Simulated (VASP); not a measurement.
Crystal: NaCl.

```
Na Cl
1.0
     0.00000    2.81000    2.81000
     2.81000    0.00000    2.81000
     2.81000    2.81000    0.00000
Na Cl
1 1
Direct
  0.00000 0.00000 0.00000
  0.50000 0.50000 0.50000
```

```yaml
Program: VASP 6.6.1
Task: relaxation of cell and atoms
Functional: PBE
Potentials_or_basis: VASP PAW PBE potentials, release 64 (Na_pv, Cl)
Cutoff: 600 eV
k_mesh: 8 × 8 × 8
Occupations: gaussian, width 0.03 eV
Spin: no spin polarisation
```

At the start: pressure 1.1 GPa; volume 22.19 Å³/atom.

Q: Where does the relaxation end?

A: Over 3 steps the energy falls by 2.9 meV/atom and the volume is 23.14 Å³/atom (+4.3 %); space group Fm-3m (No. 225, to 0.05 Å).

The path:
```csv
step,energy change (eV),largest force (eV/Å),pressure (GPa),volume (Å³)
1,0.0000,0.0000,1.05,44.38
2,-0.0045,0.0000,0.52,45.32
3,-0.0058,0.0000,0.00,46.28
```

Final structure:
```
Na Cl
1.0
     0.00000    2.84956    2.84956
     2.84956    0.00000    2.84956
     2.84956    2.84956    0.00000
Na Cl
1 1
Cartesian
  0.0000 0.0000 0.0000
  2.8496 2.8496 2.8496
```
